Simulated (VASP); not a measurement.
Data:

```yaml
crystal:
  lattice:
    - [0.00000, 2.76263, 2.76263]
    - [2.76263, 0.00000, 2.76263]
    - [2.76263, 2.76263, 0.00000]
  atoms:
    - { symbol: Ca, position: [0.00000, 0.00000, 0.00000] }
```

Level of theory: PBE GGA, VASP's PBE PAW potentials (set 64) (plane waves; VASP). Numerical set-up: 500 eV cut-off, 11×11×11 Γ-centred mesh, first-order Methfessel-Paxton smearing of 0.10 eV, potentials Ca_sv.

Question: What does the run give for the energy per atom (σ→0), band gap (on the k-mesh) with the smallest direct gap where there is one?

Answer: 
The band gap (on the k-mesh) is none (metal, semimetal or under 0.01 eV) and the energy per atom (σ→0) is -1.930 eV/atom.

Total energies compare only between runs with the same potentials, cut-off and functional.

The compound is Ca in the fcc structure. It was relaxed first.
